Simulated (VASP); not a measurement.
Level of theory: LDA (Ceperley-Alder, Perdew-Zunger), VASP's LDA PAW potentials (set 64) (plane waves; VASP).

The input files of a VASP run:

**INCAR**
```
SYSTEM = AgB2
PREC = Accurate
ENCUT = 400
EDIFF = 1E-6
NELM = 100
ALGO = Normal
LREAL = .FALSE.
LASPH = .TRUE.
ISMEAR = 0
SIGMA = 0.05
LMAXMIX = 4
LWAVE = .FALSE.
LCHARG = .FALSE.
ISIF = 2
```

POSCAR:
```
AgB2
1
    3.0000000000     0.0000000000     0.0000000000
   -1.5000000000     2.5980760000     0.0000000000
    0.0000000000     0.0000000000     3.2400000000
B Ag
2 1
Direct
  0.3350770000   0.6939420000   0.4794660000
  0.6605950000   0.3092470000   0.5093070000
  0.0043280000  -0.0031890000   0.0112270000
```

File KPOINTS:
```
kpoints
0
G
 9 9 7
```

POTCAR, in this order: B Ag (LDA.64 set). Program: vasp_std.

Output

### OUTCAR
```
 ion  position               nearest neighbor table
   1  0.335  0.694  0.479-   2 1.60   2 1.76   2 1.85   3 2.24   3 2.31   3 2.36   3 2.38   3 2.45
                             3 2.50
   2  0.661  0.309  0.509-   1 1.60   1 1.76   1 1.85   3 2.35   3 2.35   3 2.36   3 2.36   3 2.41
                             3 2.42
   3  0.004  0.997  0.011-   1 2.24   1 2.31   2 2.35   2 2.35   2 2.36   2 2.36   1 2.36   1 2.38
                             2 2.41   2 2.42   1 2.45   1 2.50
  LATTYP: Found a hexagonal cell.
 ALAT       =     3.0000000000
 C/A-ratio  =     1.0800000000
 Subroutine PRICEL returns:
 Original cell was already a primitive cell.
 Subroutine GETGRP returns: Found  1 space group operations
The static configuration has the point symmetry C_1 .
The dynamic configuration has the point symmetry C_1 .
 Subroutine INISYM returns: Found  1 space group operations
 Subroutine IBZKPT returns following result:
 Found    284 irreducible k-points:

 Following reciprocal coordinates:
            Coordinates               Weight
  0.000000  0.000000  0.000000      1.000000
  0.111111  0.000000  0.000000      2.000000
  0.000000  0.111111  0.000000      2.000000
 -0.111111  0.111111  0.000000      2.000000
  0.222222  0.000000  0.000000      2.000000
  0.000000  0.222222  0.000000      2.000000
 -0.222222  0.222222  0.000000      2.000000
  0.333333  0.000000  0.000000      2.000000
  0.000000  0.333333  0.000000      2.000000
 -0.333333  0.333333  0.000000      2.000000
  0.444444  0.000000  0.000000      2.000000
  0.000000  0.444444  0.000000      2.000000
 -0.444444  0.444444  0.000000      2.000000
  0.111111  0.111111  0.000000      2.000000
 -0.111111  0.222222  0.000000      2.000000
 -0.222222  0.111111  0.000000      2.000000
  0.222222  0.111111  0.000000      2.000000
 -0.111111  0.333333  0.000000      2.000000
 -0.333333  0.222222  0.000000      2.000000
 -0.222222  0.333333  0.000000      2.000000
  0.111111  0.222222  0.000000      2.000000
  0.333333 -0.111111  0.000000      2.000000
  0.333333  0.111111  0.000000      2.000000
 -0.111111  0.444444  0.000000      2.000000
 -0.444444  0.333333  0.000000      2.000000
 -0.333333  0.444444  0.000000      2.000000
  0.111111  0.333333  0.000000      2.000000
  0.444444 -0.111111  0.000000      2.000000
  0.444444  0.111111  0.000000      2.000000
 -0.111111 -0.444444  0.000000      2.000000
  0.444444  0.444444  0.000000      2.000000
  0.222222  0.222222  0.000000      2.000000
 -0.222222  0.444444  0.000000      2.000000
 -0.444444  0.222222  0.000000      2.000000
  0.333333  0.222222  0.000000      2.000000
 -0.222222 -0.444444  0.000000      2.000000
  0.444444  0.333333  0.000000      2.000000
 -0.333333 -0.444444  0.000000      2.000000
  0.222222  0.333333  0.000000      2.000000
 -0.444444 -0.222222  0.000000      2.000000
   k-points           NKPTS =    284   k-points in BZ     NKDIM =    284   number of bands    NBANDS=     12
   number of dos      NEDOS =    301   number of ions     NIONS =      3
   total plane-waves  NPLWV =   9600
   dimension x,y,z NGX =    20 NGY =   20 NGZ =   24
   dimension x,y,z NGXF=    40 NGYF=   40 NGZF=   48
   ions per type =               2   1
   PREC   = accura    normal or accurate (medium, high low for compatibility)
   ISTART =      0    job   : 0-new  1-cont  2-samecut
   ICHARG =      2    charge: 1-file 2-atom 10-const
   ISPIN  =      1    spin polarized calculation?
   LNONCOLLINEAR =      F non collinear calculations
   LSORBIT =      F    spin-orbit coupling
   INIWAV =      1    electr: 0-lowe 1-rand  2-diag
   ENCUT  =  400.0 eV  29.40 Ry    5.42 a.u.   4.89  4.89  5.28*2*pi/ulx,y,z
...
```

OSZICAR:
```
       N       E                     dE             d eps       ncg     rms          rms(c)
DAV:   1     0.514978399817E+02    0.51498E+02   -0.71219E+03  7576   0.105E+03
DAV:   2    -0.189309991509E+02   -0.70429E+02   -0.65659E+02  7572   0.231E+02
DAV:   3    -0.205222746095E+02   -0.15913E+01   -0.15762E+01  8308   0.359E+01
DAV:   4    -0.205303930585E+02   -0.81184E-02   -0.81159E-02  7520   0.263E+00
DAV:   5    -0.205304533141E+02   -0.60256E-04   -0.60250E-04  8400   0.215E-01    0.191E+01
DAV:   6    -0.164655556134E+02    0.40649E+01   -0.14998E+01  7784   0.623E+01    0.171E+01
DAV:   7    -0.161559155390E+02    0.30964E+00   -0.21348E+00  7248   0.200E+01    0.854E+00
DAV:   8    -0.160884716758E+02    0.67444E-01   -0.17895E-01  8296   0.482E+00    0.170E+00
DAV:   9    -0.160831557219E+02    0.53160E-02   -0.21246E-02  7596   0.275E+00    0.165E-01
DAV:  10    -0.160821373611E+02    0.10184E-02   -0.32445E-03  7360   0.606E-01    0.677E-02
DAV:  11    -0.160820785759E+02    0.58785E-04   -0.26589E-04  8192   0.253E-01    0.143E-02
DAV:  12    -0.160820802225E+02   -0.16466E-05   -0.20729E-05  7444   0.480E-02    0.416E-03
DAV:  13    -0.160820801400E+02    0.82495E-07   -0.58684E-07  4276   0.110E-02
   1 F= -.16082080E+02 E0= -.16081640E+02  d E =-.881148E-03
```

OUTCAR:
```
------------------------ aborting loop because EDIFF is reached ----------------------------------------
  FORCE on cell =-STRESS in cart. coord.  units (eV):
  Direction    XX          YY          ZZ          XY          YZ          ZX
  --------------------------------------------------------------------------------------
  Total        4.1827117      6.2002922     10.2404421     -0.0876015      0.0497305      0.1169399
  in kB      265.3691300    393.3730657    649.6974677     -5.5578132      3.1551166      7.4191700
  external PRESSURE =     436.1465545 kB  Pullay stress =       0.0000000 kB
  volume of cell :       25.25
      direct lattice vectors                 reciprocal lattice vectors
     3.000000000  0.000000000  0.000000000     0.333333333  0.192450105  0.000000000
    -1.500000000  2.598076000  0.000000000     0.000000000  0.384900211  0.000000000
     0.000000000  0.000000000  3.240000000     0.000000000  0.000000000  0.308641975
 POSITION                                       TOTAL-FORCE (eV/Angst)
 -----------------------------------------------------------------------------------
     -0.03568      1.80291      1.55347         0.065725     -1.665768      1.213026
      1.51791      0.80345      1.65015         0.047105      1.623683     -0.289582
     -1.48223      2.58979      0.03638        -0.112829      0.042085     -0.923444
 -----------------------------------------------------------------------------------
    total drift:                               -0.000114      0.000060      0.000145
  FREE ENERGIE OF THE ION-ELECTRON SYSTEM (eV)
  ---------------------------------------------------
  free  energy   TOTEN  =       -16.0820801400 eV

  energy  without entropy=      -16.0811989919  energy(sigma->0) =      -16.08163957
```
(Selected blocks of OUTCAR.)

At this cut-off the stress carries a Pulay error, which pulls relaxed volumes low.

The structure comes from a measured AgB2 entry of the Crystallography Open Database, whose conditions weren't checked. The cell was not relaxed at this level, atoms are displaced from their ideal sites. The run is one of a series of settings (GGA removed, POTCAR B Ag (LDA.64 set) against the base run), some of them coarse on purpose. The electron count is odd and the run is not spin-polarised, which forces a metal.
